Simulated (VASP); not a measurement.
Method: r2SCAN+rVV10, VASP's PBE PAW potentials (set 64) (plane waves; VASP).

Input for VASP

INCAR:
```
# general
SYSTEM  =ZnO
PREC    =Accurate
ENCUT   =520   # plane-wave cut-off (eV)
LREAL   =.False.   # projection in real space or not
LASPH   =.True.

# electronic loop
EDIFF   =1E-7   # SCF stop (eV)
NELM    =100   # most electronic steps
ALGO    =Normal   # blocked Davidson
LMAXMIX =4
LMIXTAU =.True.

# smearing
ISMEAR  =0   # Gaussian
SIGMA   =0.05   # width (eV)

# functional
METAGGA =R2SCAN
LUSE_VDW=.True.
BPARAM  =11.95
CPARAM  =0.0093

# ions
IBRION  =2   # conjugate gradients
NSW     =30
ISIF    =4   # ions and shape, fixed volume
EDIFFG  =-0.01

# output
LWAVE   =.False.
LCHARG  =.False.
```

File KPOINTS:
```
Automatic mesh
0
Gamma
8 8 5
0 0 0
```

POSCAR:
```
ZnO
1
    1.6346551457    -2.8313062021     0.0000000000
    1.6346551457     2.8313062021     0.0000000000
    0.0000000000     0.0000000000     5.2446737057
Zn O
2 2
Direct
  0.6666670000   0.3333330000   0.5002562054
  0.3333330000   0.6666670000   0.0002562054
  0.6666670000   0.3333330000   0.8817437946
  0.3333330000   0.6666670000   0.3817437946
```

POTCAR, in this order: Zn O (PBE.64 set). Program: vasp_std.

### Question
Predict the energy per atom (σ→0).

### Answer

| Item | Result |
|---|---|
| energy per atom (σ→0) | -8.808 eV/atom |

File OSZICAR:
```
...
DAV:   4    -0.352307898625E+02    0.26542E-05   -0.20680E-05  1338   0.485E-02    0.309E-03
DAV:   5    -0.352307973276E+02   -0.74651E-05   -0.38811E-06  1344   0.197E-02    0.182E-03
DAV:   6    -0.352307944548E+02    0.28728E-05   -0.78862E-07  1356   0.900E-03    0.431E-04
DAV:   7    -0.352307951984E+02   -0.74367E-06   -0.11683E-07  1050   0.354E-03    0.253E-04
DAV:   8    -0.352307941519E+02    0.10465E-05   -0.31923E-08   828   0.204E-03    0.171E-04
DAV:   9    -0.352307948490E+02   -0.69707E-06   -0.13624E-08   690   0.128E-03    0.457E-05
DAV:  10    -0.352307948439E+02    0.50622E-08   -0.21393E-09   678   0.516E-04
   2 F= -.35230795E+02 E0= -.35230795E+02  d E =-.432354E-04
```

The compound is ZnO in the wurtzite structure. This cell is one point of a volume scan, at 1.03 of the reference volume. Symmetry was kept, so distortions that lower it aren't found.
